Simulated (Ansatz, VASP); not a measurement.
## One calculation of Be3BAs3, two programs

```xyz
7
Lattice="4.5600 0.0000 0.0000 0.0000 4.5600 0.0000 0.0000 0.0000 7.6703" Properties=species:S:1:pos:R:3 pbc="T T T"
Be    2.2800    2.2800    5.8648
Be    2.2800    2.2800    1.8055
Be    0.0000    0.0000    0.0000
B     2.2800    2.2800    0.0000
As    0.0000    2.2800    0.0000
As    2.2800    0.0000    0.0000
As    2.2800    2.2800    3.8352
```

Alike in both runs: functional PBE; k mesh 8 × 8 × 6; occupations gaussian, width 0.1 eV; no spin polarisation.

Ansatz relaxed the structure, and its values are those at the end. VASP's run is a single point on that final structure, the one shown.

|  | VASP | Ansatz |
| --- | --- | --- |
| version | VASP 6.6.1 | Ansatz 0.2.0 |
| potentials or method | VASP PAW PBE potentials, release 64 (Be, B, As) | scalar-relativistic, plane waves, PAW |
| plane-wave cutoff (eV) | 520 | 420 |
| valence electrons in the cell | 24 | 54 |

VASP gave:

- gap on the k mesh at the Fermi level (eV): none
- pressure (GPa): 0.1
- rms of the force components (eV/Å): 0.008

Q: Which values does Ansatz return?

A: gap on the k mesh at the Fermi level (eV): none; pressure (GPa): 0.0; rms of the force components (eV/Å): 0.001.

A gap of «none» marks a metal or a gap that the smearing closes. The two sets of potentials don't hold the same shells in valence.
